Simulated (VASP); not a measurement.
# Be3CdSe4 (P4/mmm) in VASP: further runs

The runs below take Be3CdSe4 through relaxation of cell and atoms, with PBE.

Program: VASP 6.6.1. These are calculated values, not measurements. Logs are shortened: lines on timing, memory, paths and dates and some standing lists are left out, and cuts for length are marked.

## 1. The crystal as given

It takes space group P4/mmm (No. 123, tetragonal). Conventional cell: a = 3.890 Å, b = 3.890 Å, c = 9.491 Å, α = 90.00°, β = 90.00°, γ = 90.00°. Be (site symmetry 4mm) has 4 Se at 2.31 Å as nearest neighbours. Be (site symmetry 4/mmm) is surrounded by 8 Se at 2.46 Å. Cd (site symmetry 4/mmm) has 8 Be at 3.39 Å and 8 Se at 3.77 Å and 4 Cd at 3.89 Å as nearest neighbours. Se (site symmetry 2mm) is surrounded by 4 Be at 2.31 to 2.46 Å.

The cell was built by a generator and needn't be a form met in nature.

## 2. Relaxation of cell and atoms, PBE

The input, INCAR:

```
PREC = Normal ; ENCUT = 520
EDIFF = 1E-4 ; ISMEAR = 0
SIGMA = 0.15 ; LREAL = F
LASPH = T ; NELM = 60
ALGO = Fast ; ISIF = 3
LWAVE = F ; LCHARG = F
GGA = PE ; IBRION = 2
NSW = 24 ; EDIFFG = -0.08
```

The input, KPOINTS:

```
regular mesh
0
Gamma
  4 4 2
```

The input, POSCAR:

```
Be3CdSe4
1.0
    3.8897681900      0.0000000000      0.0000000000
    0.0000000000      3.8897681900      0.0000000000
    0.0000000000      0.0000000000      9.4906243400
Be Cd Se
3 1 4
Direct
    0.5000000000      0.5000000000      0.7094735500
    0.5000000000      0.5000000000      0.2905264500
    0.0000000000      0.0000000000      0.0000000000
    0.0000000000      0.0000000000      0.5000000000
    0.5000000000      0.0000000000      0.1591168900
    0.5000000000      0.0000000000      0.8408831100
    0.0000000000      0.5000000000      0.8408831100
    0.0000000000      0.5000000000      0.1591168900
```

Potentials or basis: VASP PAW PBE potentials, release 64 (Be, Cd, Se).

The run is started by

```console
cat potpaw_PBE.64/Be/POTCAR potpaw_PBE.64/Cd/POTCAR potpaw_PBE.64/Se/POTCAR > POTCAR
mpirun -np 1 vasp_std > vasp.out
```

OUTCAR:

```text
PREC = Normal
   ENCUT = 520
   EDIFF = 1E-4
   ISMEAR = 0
   LREAL = F
   LASPH = T
   NELM = 60
   ISIF = 3
   GGA = PE
   IBRION = 2
   NSW = 24
   EDIFFG = -0.08

 ion  position               nearest neighbor table
   1  0.500  0.500  0.709-   6 2.31   7 2.31   6 2.31   7 2.31
   2  0.500  0.500  0.291-   5 2.31   8 2.31   5 2.31   8 2.31
   3  0.000  0.000  0.000-   5 2.46   6 2.46   7 2.46   8 2.46   7 2.46   8 2.46   5 2.46   6 2.46

   4  0.000  0.000  0.500-
   5  0.500  0.000  0.159-   2 2.31   2 2.31   3 2.46   3 2.46   8 2.75   8 2.75   8 2.75   8 2.75

   6  0.500  0.000  0.841-   1 2.31   1 2.31   3 2.46   3 2.46   7 2.75   7 2.75   7 2.75   7 2.75

   7  0.000  0.500  0.841-   1 2.31   1 2.31   3 2.46   3 2.46   6 2.75   6 2.75   6 2.75   6 2.75

   8  0.000  0.500  0.159-   2 2.31   2 2.31   3 2.46   3 2.46   5 2.75   5 2.75   5 2.75   5 2.75

  LATTYP: Found a simple tetragonal cell.
 ALAT       =     3.8897681900
 C/A-ratio  =     2.4398945841

  Lattice vectors:

 A1 = (   3.8897681900,   0.0000000000,   0.0000000000)
 A2 = (   0.0000000000,   3.8897681900,   0.0000000000)
 A3 = (   0.0000000000,   0.0000000000,   9.4906243400)

Analysis of symmetry for initial positions (statically):
=====================================================================
 Subroutine PRICEL returns:
 Original cell was already a primitive cell.

 Routine SETGRP: Setting up the symmetry group for a
 simple tetragonal supercell.

 Subroutine GETGRP returns: Found 16 space group operations
 (whereof 16 operations were pure point group operations)
 out of a pool of 16 trial point group operations.

The static configuration has the point symmetry D_4h.

Analysis of symmetry for dynamics (positions and initial velocities):
=====================================================================
 Subroutine PRICEL returns:
 Original cell was already a primitive cell.

 Routine SETGRP: Setting up the symmetry group for a
 simple tetragonal supercell.

 Subroutine GETGRP returns: Found 16 space group operations
 (whereof 16 operations were pure point group operations)
 out of a pool of 16 trial point group operations.

The dynamic configuration has the point symmetry D_4h.

 Subroutine INISYM returns: Found 16 space group operations
 (whereof 16 operations are pure point group operations),
 and found     1 'primitive' translations

----------------------------------------------------------------------------------------

                                     Primitive cell

  volume of cell :     143.5960

  direct lattice vectors                    reciprocal lattice vectors
     3.889768190  0.000000000  0.000000000     0.257084729  0.000000000  0.000000000
     0.000000000  3.889768190  0.000000000     0.000000000  0.257084729  0.000000000
     0.000000000  0.000000000  9.490624340     0.000000000  0.000000000  0.105367146

  length of vectors
     3.889768190  3.889768190  9.490624340     0.257084729  0.257084729  0.105367146

  position of ions in fractional coordinates (direct lattice)
     0.500000000  0.500000000  0.709473550
     0.500000000  0.500000000  0.290526450
     0.000000000  0.000000000  0.000000000
     0.000000000  0.000000000  0.500000000
     0.500000000  0.000000000  0.159116890
     0.500000000  0.000000000  0.840883110
     0.000000000  0.500000000  0.840883110
     0.000000000  0.500000000  0.159116890

  ion indices of the primitive-cell ions
   primitive index   ion index
                 1           1
                 2           2
                 3           3
                 4           4
                 5           5
                 6           6
                 7           7
                 8           8

----------------------------------------------------------------------------------------

 KPOINTS: regular mesh

Automatic generation of k-mesh.
 Grid dimensions read from file:
 generate k-points for:    4    4    2

 Generating k-lattice:

  Cartesian coordinates                     Fractional coordinates (reciprocal lattice)
[... 45 lines left out ...]
   IMIX   =      4    mixing-type and parameters
     AMIX     =   0.40;   BMIX     =  1.00
     AMIX_MAG =   1.60;   BMIX_MAG =  1.00
  volume/ion in A,a.u.               =      17.95       121.13
  Fermi-wavevector in a.u.,A,eV,Ry     =   1.086702  2.053569 16.067413  1.180922
  Thomas-Fermi vector in A             =   2.222845
   LORBIT       =      0    0 simple, 1 ext, 2 COOP (PROOUT), +10 PAW based schemes
   GGA     = PE    functional components
   LHFCALC =     F    Hartree Fock is set to
   AEXX    =    0.0000 exact exchange contribution
   IVDW    =     0    specifies the selected vdW correction
   LEPSILON=     F    determine dielectric tensor
   LRPA    =     F    only Hartree local field effects (RPA)
 conjugate gradient relaxation of ions
 non-spin polarized calculation
 RMM-DIIS sequential band-by-band and
 Gauss-broadening in eV      SIGMA  =   0.15
  energy-cutoff  :      520.00
  volume of cell :      143.60
 maximum number of plane-waves:      3888
   NGX = 15   NGY = 15   NGZ = 35

--------------------------------------- Ionic step        1  -------------------------------------------

 number of electron      42.0000014 magnetization

 Free energy of the ion-electron system (eV)
  ---------------------------------------------------
  ext. energy  EPLUGINS =         0.00000000
  ---------------------------------------------------
  free energy    TOTEN  =       -21.64480858 eV

  energy without entropy =      -21.57370605  energy(sigma->0) =      -21.60925732

------------------------ aborting loop because EDIFF is reached ----------------------------------------

  FORCE on cell =-STRESS in cart. coord.  units (eV):
  Direction    XX          YY          ZZ          XY          YZ          ZX
  --------------------------------------------------------------------------------------
  -------------------------------------------------------------------------------------
  Total       14.8424784     14.8424784      3.8594160      0.0000000      0.0000000      0.0000000
  in kB      165.6055110    165.6055110     43.0615795      0.0000000      0.0000000      0.0000000
  external PRESSURE =     124.7575339 kB  Pullay stress =       0.0000000 kB
[... 107 lines left out ...]
  FREE ENERGIE OF THE ION-ELECTRON SYSTEM (eV)
  ---------------------------------------------------
  free  energy   TOTEN  =       -23.0562542640 eV

  energy  without entropy=      -23.0218939444  energy(sigma->0) =      -23.03907410

[... ionic steps 4 to 15 ...]

--------------------------------------- Ionic step       16  -------------------------------------------

 number of electron      42.0000024 magnetization

------------------------ aborting loop because EDIFF is reached ----------------------------------------

  FORCE on cell =-STRESS in cart. coord.  units (eV):
  Direction    XX          YY          ZZ          XY          YZ          ZX
  --------------------------------------------------------------------------------------
  -------------------------------------------------------------------------------------
  Total        0.2639694      0.2639694      0.3808115      0.0000000      0.0000000      0.0000000
  in kB        2.7256399      2.7256399      3.9321033      0.0000000      0.0000000      0.0000000
  external PRESSURE =       3.1277943 kB  Pullay stress =       0.0000000 kB
[... 69 lines left out ...]
  energy  without entropy=      -24.4356347883  energy(sigma->0) =      -24.45720613

--------------------------------------- Ionic step       18  -------------------------------------------

 number of electron      42.0000020 magnetization

 Free energy of the ion-electron system (eV)
  ---------------------------------------------------
  ext. energy  EPLUGINS =         0.00000000
  ---------------------------------------------------
  free energy    TOTEN  =       -24.48493189 eV

  energy without entropy =      -24.43959971  energy(sigma->0) =      -24.46226580

 E-fermi :   3.8429     XC(G=0):  -9.5827

 val. band max:        3.8157667566   @ k =   0.5000   0.5000   0.5000
 cond. band min:       3.8980874549   @ k =   0.2500   0.2500   0.5000
 fundamental gap:      0.0823206983
 Fermi energy:         3.8428594806

 k-point     1 :       0.0000    0.0000    0.0000
  band No.  band energies     occupation
      1     -10.7445      2.00000
      2     -10.0891      2.00000
      3      -8.2758      2.00000
      4      -7.7288      2.00000
      5      -4.5338      2.00000
      6      -4.5338      2.00000
[... 372 lines left out ...]
  FREE ENERGIE OF THE ION-ELECTRON SYSTEM (eV)
  ---------------------------------------------------
  free  energy   TOTEN  =       -24.4849318918 eV

  energy  without entropy=      -24.4395997071  energy(sigma->0) =      -24.46226580

 reached required accuracy - stopping structural energy minimisation
```

Wall time 2 min (1 thread of Intel Xeon 6975P-C (Granite Rapids), shared host); peak memory 0.21 GiB.

What came out:

| Item | Value |
| --- | --- |
| Free energy | -24.4849 eV |
| Relaxed volume | 19.40 Å³/atom |
| Relaxed cell | a = 4.574 Å, b = 4.574 Å, c = 7.419 Å, α = 90.00°, β = 90.00°, γ = 90.00° |
| Space group after relaxing (to 0.05 Å) | P4/mmm (No. 123) |
| Energy gained by relaxing | 355.0 meV/atom |
| Ionic steps | 18 |
| Pressure after relaxing | 0.1 GPa |
| Largest force after relaxing | 0.079 eV/Å |
| Band gap on the k mesh | none (metal or under the smearing width) |

Forces in eV/Å, atoms in the order of the input:
```
Be   0.000  0.000 -0.015
Be   0.000  0.000  0.015
Be   0.000  0.000  0.000
Cd   0.000  0.000  0.000
Se   0.000  0.000  0.079
Se   0.000  0.000 -0.079
Se   0.000  0.000 -0.079
Se   0.000  0.000  0.079
```

Step by step:
```tsv
step	energy change (eV)	largest force (eV/Å)	pressure (GPa)	volume (Å³)
1	0.0000	1.0113	12.48	143.60
2	-1.4114	1.1729	-1.77	174.42
3	-1.4114	1.1680	-1.73	174.23
4	-1.7781	1.0019	-1.67	173.41
5	-2.0920	0.5223	-1.78	171.29
6	-2.5252	0.5952	-1.89	164.52
7	-2.6789	0.2551	3.30	152.30
8	-2.7071	0.3907	1.80	155.49
9	-2.7875	0.0196	0.22	159.27
10	-2.7875	0.0208	0.13	159.30
11	-2.8101	0.0897	-1.31	160.86
12	-2.8120	0.0704	-1.04	160.52
13	-2.8338	0.1177	-0.08	155.80
14	-2.8330	0.1284	0.58	154.18
15	-2.8339	0.1238	0.34	154.91
16	-2.8340	0.1221	0.31	155.17
17	-2.8340	0.1204	0.23	155.48
18	-2.8401	0.0786	0.10	155.24
```

Final structure:
```
Be Cd Se
1.0
     4.57425    0.00000    0.00000
     0.00000    4.57425    0.00000
     0.00000    0.00000    7.41920
Be Cd Se
3 1 4
Cartesian
  2.2871 2.2871 5.6507
  2.2871 2.2871 1.7685
  0.0000 0.0000 0.0000
  0.0000 0.0000 3.7096
  2.2871 0.0000 1.6239
  2.2871 0.0000 5.7953
  4.5742 2.2871 5.7953
  0.0000 2.2871 1.6239
```

Levels at points of the mesh, in eV from the Fermi level:
| k point | band 17 | band 18 | band 19 | band 20 | band 21 | band 22 | band 23 | band 24 | band 25 | band 26 |
| --- | --- | --- | --- | --- | --- | --- | --- | --- | --- | --- |
| (0.00, 0.00, 0.00) | -1.40 | -1.32 | -1.32 | -0.33 | -0.33 | 0.28 | 0.33 | 0.50 | 2.12 | 2.29 |
| (0.50, 0.00, 0.00) | -3.39 | -2.92 | -2.00 | -1.06 | -0.99 | 1.05 | 1.66 | 2.43 | 3.05 | 3.41 |
| (0.50, 0.50, 0.00) | -0.54 | -0.54 | -0.39 | -0.07 | 0.26 | 0.74 | 1.13 | 3.15 | 3.31 | 3.94 |
| (0.00, 0.00, 0.50) | -1.18 | -1.18 | -0.69 | -0.63 | -0.63 | -0.32 | -0.31 | 2.00 | 2.09 | 3.71 |
| (0.50, 0.00, 0.50) | -3.25 | -3.05 | -2.68 | -2.52 | -2.34 | 2.24 | 2.58 | 2.78 | 3.04 | 4.22 |
| (0.50, 0.50, 0.50) | -2.11 | -0.03 | -0.03 | 0.21 | 0.72 | 0.78 | 0.82 | 1.07 | 1.16 | 4.36 |

Caveat: the k mesh is coarse (spacing up to 0.40 Å⁻¹), so the values aren't converged; the relaxation stopped at a loose force limit of 0.08 eV/Å, so its end isn't a converged minimum.

## 3. Relaxation of cell and atoms, PBE

This run uses another cell than the first one, of 19.06 Å³/atom, 1.062 times its volume.

INCAR is that of step 2.

The input, KPOINTS:

```
regular mesh
0
Gamma
  4 4 4
```

The input, POSCAR:

```
Be3CdSe4
1.0
   -2.6727513000      2.6727513000      5.3361325600
    2.6727513000     -2.6727513000      5.3361325600
    2.6727513000      2.6727513000     -5.3361325600
Be Cd Se
3 1 4
Direct
    0.2500000000      0.7500000000      0.5000000000
    0.7500000000      0.2500000000      0.5000000000
    0.5000000000      0.5000000000      0.0000000000
    0.0000000000      0.0000000000      0.0000000000
    0.6168500200      0.6168500200      0.4915400100
    0.3831499800      0.8746899900      0.0000000000
    0.1253100100      0.1253100100      0.5084599900
    0.8746899900      0.3831499800      0.0000000000
```

Potentials or basis: VASP PAW PBE potentials, release 64 (Be, Cd, Se).

The run is started by

```console
cat potpaw_PBE.64/Be/POTCAR potpaw_PBE.64/Cd/POTCAR potpaw_PBE.64/Se/POTCAR > POTCAR
mpirun -np 1 vasp_std > vasp.out
```

Wall time 64 s (1 thread of Intel Xeon 6975P-C (Granite Rapids), shared host); peak memory 0.24 GiB.

Results (log left out):

```
Free energy                            : -31.6075 eV
Relaxed volume                         : 20.01 Å³/atom
Relaxed cell                           : a = 6.633 Å, b = 6.633 Å, c = 6.633 Å, α = 131.54°, β = 131.54°, γ = 70.95°
Space group after relaxing (to 0.05 Å) : I-42m (No. 121)
Energy gained by relaxing              : 173.6 meV/atom
Ionic steps                            : 6
Pressure after relaxing                : 0.0 GPa
Largest force after relaxing           : 0.045 eV/Å
Band gap on the k mesh                 : 2.58 eV, direct
```

Forces on the atoms (eV/Å):
```
Be   0.000  0.000  0.000
Be   0.000  0.000  0.000
Be   0.000  0.000  0.000
Cd   0.000  0.000  0.000
Se  -0.012 -0.012  0.042
Se  -0.012  0.012 -0.042
Se   0.012  0.012  0.042
Se   0.012 -0.012 -0.042
```

Stress tensor (GPa, compression positive):
```
 0.19  0.00  0.00
 0.00  0.19  0.00
 0.00  0.00 -0.26
```

Step by step:
```tsv
step	energy change (eV)	largest force (eV/Å)	pressure (GPa)	volume (Å³)
1	0.0000	3.3749	7.72	152.48
2	-1.1557	0.3619	-4.27	173.66
3	-1.1902	0.6586	-2.96	169.94
4	-1.3621	0.3117	-0.75	162.58
5	-1.3821	0.1515	0.50	159.20
6	-1.3889	0.0451	0.04	160.09
```

Final structure:
```
CELL_PARAMETERS angstrom
-2.72197 2.72197 5.40170
2.72197 -2.72197 5.40170
2.72197 2.72197 -5.40170
ATOMIC_POSITIONS crystal
Be 0.25000 0.75000 0.50000
Be 0.75000 0.25000 0.50000
Be 0.50000 0.50000 0.00000
Cd 0.00000 0.00000 0.00000
Se 0.58378 0.58378 0.44224
Se 0.41622 0.85846 0.00000
Se 0.14154 0.14154 0.55776
Se 0.85846 0.41622 0.00000
```

Levels at points of the mesh, in eV from the valence-band top:
```tsv
k point	band 18	band 19	band 20	band 21	band 22	band 23	band 24	band 25
(0.00, 0.00, 0.00)	-2.25	-0.36	0.00	0.00	2.58	2.77	3.64	4.98
(0.50, 0.00, 0.00)	-2.08	-1.22	-0.95	-0.92	4.11	4.56	4.83	4.86
(0.50, 0.50, 0.00)	-1.16	-1.05	-0.51	-0.47	3.11	3.48	4.26	5.18
(0.50, 0.50, 0.50)	-2.09	-1.82	-0.78	-0.78	2.87	2.87	3.05	3.54
```

Caveat: the relaxation stopped at a loose force limit of 0.08 eV/Å, so its end isn't a converged minimum. A k mesh can miss the band edges.

## 4. Relaxation of cell and atoms, PBE

This run uses another cell than the first one, of 22.96 Å³/atom, 1.279 times its volume.

INCAR is that of step 3.

The input, KPOINTS:

```
regular mesh
0
Gamma
  3 3 2
```

The input, POSCAR:

```
Be3CdSe4
1.0
    5.6366718600      0.0000000000      0.0000000000
   -2.8183359300      4.8815010300      0.0000000000
    0.0000000000      0.0000000000      6.6766448100
Be Cd Se
3 1 4
Direct
    0.2169485100      0.7830514900      0.0000000000
    0.2169485100      0.4338970200      0.0000000000
    0.5661029800      0.7830514900      0.0000000000
    0.0000000000      0.0000000000      0.0000000000
    0.6666666700      0.3333333300      0.6514257300
    0.6666666700      0.3333333300      0.3485742700
    0.6666666700      0.3333333300      0.0000000000
    0.0000000000      0.0000000000      0.5000000000
```

The run is started by

```console
cat potpaw_PBE.64/Be/POTCAR potpaw_PBE.64/Cd/POTCAR potpaw_PBE.64/Se/POTCAR > POTCAR
mpirun -np 1 vasp_std > vasp.out
```

Wall time 65 s (1 thread of Intel Xeon 6975P-C (Granite Rapids), shared host); peak memory 0.22 GiB.

It converged, with:

| Property | Result |
| --- | --- |
| Free energy | -17.5602 eV |
| Relaxed volume | 28.15 Å³/atom |
| Relaxed cell | a = 6.009 Å, b = 6.009 Å, c = 7.203 Å, α = 90.00°, β = 90.00°, γ = 120.00° |
| Space group after relaxing (to 0.05 Å) | P-6m2 (No. 187) |
| Energy gained by relaxing | 217.2 meV/atom |
| Ionic steps | 9 |
| Pressure after relaxing | 0.2 GPa |
| Largest force after relaxing | 0.066 eV/Å |
| Band gap on the k mesh | none (metal or under the smearing width) |

Forces in eV/Å, atoms in the order of the input:
```
Be  -0.013  0.008  0.000
Be   0.000 -0.015  0.000
Be   0.013  0.008  0.000
Cd   0.000  0.000  0.000
Se   0.000  0.000  0.066
Se   0.000  0.000 -0.066
Se   0.000  0.000  0.000
Se   0.000  0.000  0.000
```

Stress tensor (GPa, compression positive):
```
0.24 0.00 0.00
0.00 0.24 0.00
0.00 0.00 0.08
```

The path:
| step | energy change (eV) | largest force (eV/Å) | pressure (GPa) | volume (Å³) |
| --- | --- | --- | --- | --- |
| 1 | 0.0000 | 5.7503 | 12.15 | 183.71 |
| 2 | -1.0172 | 2.2543 | -0.22 | 233.41 |
| 3 | -1.4525 | 1.6768 | 3.04 | 207.45 |
| 4 | -1.6835 | 0.3127 | -0.22 | 224.10 |
| 5 | -1.6835 | 0.3119 | -0.22 | 224.04 |
| 6 | -1.7208 | 0.0153 | 0.07 | 223.83 |
| 7 | -1.7284 | 0.3508 | 0.37 | 223.59 |
| 8 | -1.7292 | 0.2574 | 0.28 | 223.65 |
| 9 | -1.7373 | 0.0655 | 0.18 | 225.22 |

Final structure:
```xyz
8
Lattice="6.0086 0.0000 0.0000 -3.0043 5.2036 0.0000 0.0000 0.0000 7.2035" Properties=species:S:1:pos:R:3 pbc="T T T"
Be   -1.0386    4.0687    0.0000
Be    0.0000    2.2698    0.0000
Be    1.0386    4.0687    0.0000
Cd    6.0086    0.0000    0.0000
Se    3.0043    1.7345    4.7846
Se    3.0043    1.7345    2.4189
Se    3.0043    1.7345    0.0000
Se    6.0086    0.0000    3.6017
```

Levels at points of the mesh, in eV from the Fermi level:
```
           k point  band 18  band 19  band 20  band 21  band 22  band 23  band 24  band 25  band 26
(0.00, 0.00, 0.00)    -1.46    -1.06    -1.06    -0.85    -0.85    -0.02    -0.02     0.76     2.96
(0.00, 0.00, 0.50)    -0.97    -0.32    -0.32    -0.24    -0.13     0.18     0.18     2.52     3.06
```

Caveat: the k mesh is coarse (spacing up to 0.47 Å⁻¹), so the values aren't converged; the volume moved by over 15 % at a fixed basis, so the end points are rough; the relaxation stopped at a loose force limit of 0.08 eV/Å, so its end isn't a converged minimum.

## 5. The runs side by side

```csv
k mesh,mesh quality,gap on the mesh (eV),pressure (GPa),relaxed volume (Å³/atom),largest force (eV/Å)
4 × 4 × 2,coarse,none,0.1,19.40,0.08
4 × 4 × 4,not flagged,2.58,0.0,20.01,0.05
3 × 3 × 2,coarse,none,0.2,28.15,0.07
```

Alike in all rows: task relaxation of cell and atoms; level PBE; potentials or basis VASP PAW PBE potentials, release 64 (Be, Cd, Se); no spin polarisation; cell relaxed; cutoff (eV) 520; smearing gaussian 0.15 eV.

Caveats: some runs use coarse meshes; the relaxation stopped at a loose force limit of 0.08 eV/Å, so its end isn't a converged minimum; the volume moved by over 15 % at a fixed basis, so the end points are rough (some runs).

Total energies depend on the potentials used, so only differences within one code and one set of settings carry meaning.
